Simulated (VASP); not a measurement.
AlC6, 7 atoms in the cell. Symmetry: Pm-3m, No. 221, cubic system. Conventional cell: a = 3.898 Å, b = 3.898 Å, c = 3.898 Å, α = 90.00°, β = 90.00°, γ = 90.00°. Al (site symmetry m-3m) is surrounded by 24 C at 2.84 Å. C (site symmetry 4mm) is surrounded by 1 C at 1.35 Å. The cell was built by a generator and needn't be a form met in nature. The cell isn't the ideal one: species swapped into the CaB6 type (Pm-3m, No. 221).

```yaml
Program: VASP 6.6.1
Task: single point
Functional: PBE
Potentials_or_basis: VASP PAW PBE potentials, release 64 (Al, C)
Cutoff: 520 eV
k_mesh: 4 × 4 × 4
Occupations: gaussian, width 0.1 eV
Spin: no spin polarisation
Dipole_correction: no
Further_INCAR_settings: ALGO = Normal; EDIFF = 1e-07; NBANDS = 22
```

Potentials or basis: VASP PAW PBE potentials, release 64 (Al, C).

The run is started by

```bash
$ cat potpaw_PBE.64/Al/POTCAR potpaw_PBE.64/C/POTCAR > POTCAR
$ mpirun -np 1 vasp_std > vasp.out
```

Hardware: 1 thread of Intel(R) Xeon(R) Platinum 8559C (Emerald Rapids), on a shared host.

**Question.** Estimate the wall time of this run.

**Answer.** Wall time 8.3 s on 1 thread of Intel(R) Xeon(R) Platinum 8559C (Emerald Rapids) (shared host), peak memory 0.16 GiB. Counts: scf iterations 13, k points 10.
